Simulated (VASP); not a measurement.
Computed with PBE GGA, VASP's PBE PAW potentials (set 64) (plane waves; VASP).

VASP ran on this input.

**KPOINTS**
```
Regular mesh
0
gamma
  1 1 1
```

**POSCAR**
```
BN
2.4726210
  1.0000000000   0.0000000000   0.0000000000
 -0.4999997978   0.8660255656   0.0000000000
  0.0000000000   0.0000000000   2.9457955748
B N
2 2
direct
  0.6666670000   0.3333330000   0.7500000000
  0.3333330000   0.6666670000   0.2500000000
  0.0000000000   0.0000000000   0.7500000000
  0.0000000000   0.0000000000   0.2500000000
```

**INCAR**
```
! general
SYSTEM=BN
PREC  =Accurate
ENCUT =400
LREAL =.FALSE.
LASPH =.TRUE.

! electronic loop
EDIFF =1E-6
NELM  =100
ALGO  =Normal

! smearing
ISMEAR=-1
SIGMA =0.01

! functional
GGA   =PE

! ions
ISIF  =2

! output
LWAVE =.FALSE.
LCHARG=.FALSE.
```

POTCAR, in this order: B N (PBE.64 set). Program: vasp_std.

What VASP printed:

### OUTCAR
```
 ion  position               nearest neighbor table
   1  0.667  0.333  0.750-   3 1.43   3 1.43   3 1.43
   2  0.333  0.667  0.250-   4 1.43   4 1.43   4 1.43
   3  0.000  0.000  0.750-   1 1.43   1 1.43   1 1.43
   4  0.000  0.000  0.250-   2 1.43   2 1.43   2 1.43
  LATTYP: Found a hexagonal cell.
 ALAT       =     2.4726210000
 C/A-ratio  =     2.9457955748
 Subroutine PRICEL returns:
 Original cell was already a primitive cell.
 Subroutine GETGRP returns: Found 24 space group operations
The static configuration has the point symmetry D_3d.
 The point group associated with its full space group is D_6h.
The dynamic configuration has the point symmetry D_3d.
 Subroutine INISYM returns: Found 24 space group operations
 Subroutine IBZKPT returns following result:
 Found      1 irreducible k-points:

 Following reciprocal coordinates:
            Coordinates               Weight
  0.000000  0.000000  0.000000      1.000000
   k-points           NKPTS =      1   k-points in BZ     NKDIM =      1   number of bands    NBANDS=     12
   number of dos      NEDOS =    301   number of ions     NIONS =      4
   total plane-waves  NPLWV =  12288
   dimension x,y,z NGX =    16 NGY =   16 NGZ =   48
   dimension x,y,z NGXF=    32 NGYF=   32 NGZF=   96
   ions per type =               2   2
   PREC   = accura    normal or accurate (medium, high low for compatibility)
   ISTART =      0    job   : 0-new  1-cont  2-samecut
   ICHARG =      2    charge: 1-file 2-atom 10-const
   ISPIN  =      1    spin polarized calculation?
   LNONCOLLINEAR =      F non collinear calculations
   LSORBIT =      F    spin-orbit coupling
   INIWAV =      1    electr: 0-lowe 1-rand  2-diag
   ENCUT  =  400.0 eV  29.40 Ry    5.42 a.u.   4.03  4.03 11.88*2*pi/ulx,y,z
   NELM   =    100;   NELMIN=  2; NELMDL= -5     # of ELM steps
   EDIFF  = 0.1E-05   stopping-criterion for ELM
   LREAL  =      F    real-space projection
   NLSPLINE    = F    spline interpolate recip. space projectors
   LMAXMIX     =    2 max onsite mixed and CHGCAR
...
```

OSZICAR:
```
       N       E                     dE             d eps       ncg     rms          rms(c)
DAV:   1     0.821687999062E+02    0.82169E+02   -0.68111E+03    24   0.921E+02
DAV:   2    -0.243748664410E+02   -0.10654E+03   -0.98622E+02    40   0.240E+02
DAV:   3    -0.282540741356E+02   -0.38792E+01   -0.38703E+01    32   0.508E+01
DAV:   4    -0.283010631044E+02   -0.46989E-01   -0.46916E-01    28   0.487E+00
DAV:   5    -0.283025946433E+02   -0.15315E-02   -0.15308E-02    32   0.902E-01    0.154E+01
DAV:   6    -0.233486984905E+02    0.49539E+01   -0.10810E+01    28   0.271E+01    0.812E+00
DAV:   7    -0.227379412696E+02    0.61076E+00   -0.97347E-01    28   0.918E+00    0.459E+00
DAV:   8    -0.226488810564E+02    0.89060E-01   -0.38277E-01    28   0.534E+00    0.479E-01
DAV:   9    -0.226473710422E+02    0.15100E-02   -0.23400E-02    32   0.122E+00    0.342E-01
DAV:  10    -0.226485955451E+02   -0.12245E-02   -0.14025E-03    24   0.401E-01    0.388E-02
DAV:  11    -0.226486103112E+02   -0.14766E-04   -0.12821E-04    32   0.932E-02    0.169E-02
DAV:  12    -0.226486356821E+02   -0.25371E-04   -0.30315E-05    32   0.460E-02    0.473E-03
DAV:  13    -0.226486360229E+02   -0.34074E-06   -0.32028E-07    24   0.579E-03
   1 F= -.22648636E+02 E0= -.22648636E+02  d E =-.588949E-12
```

**OUTCAR**
```
------------------------ aborting loop because EDIFF is reached ----------------------------------------
  FORCE on cell =-STRESS in cart. coord.  units (eV):
  Direction    XX          YY          ZZ          XY          YZ          ZX
  --------------------------------------------------------------------------------------
  Total        8.9607046      8.9607080      0.9480060      0.0000021      0.0000000      0.0000000
  in kB      372.2603373    372.2604764     39.3836252      0.0000869      0.0000000      0.0000000
  external PRESSURE =     261.3014796 kB  Pullay stress =       0.0000000 kB
  volume of cell :       38.57
      direct lattice vectors                 reciprocal lattice vectors
     2.472621000  0.000000000  0.000000000     0.404429146  0.233497138  0.000000000
    -1.236310000  2.141353000  0.000000000     0.000000000  0.466994466  0.000000000
     0.000000000  0.000000000  7.283836000     0.000000000  0.000000000  0.137290296
  FREE ENERGIE OF THE ION-ELECTRON SYSTEM (eV)
  ---------------------------------------------------
  free  energy   TOTEN  =       -22.6486360229 eV

  energy  without entropy=      -22.6486360229  energy(sigma->0) =      -22.64863602
```
(Selected blocks of OUTCAR.)

At this cut-off the stress carries a Pulay error, which pulls relaxed volumes low.

The structure comes from a computed database's BN entry; how it stands against other phases isn't given here. The cell was not relaxed at this level. The k-mesh is coarse (spacing up to 2.93 per Å, 2π included), so the numbers may not be converged in it. The run is one of a series of settings (KPOINTS 1×1×1 Γ-centred mesh against the base run), some of them coarse on purpose.
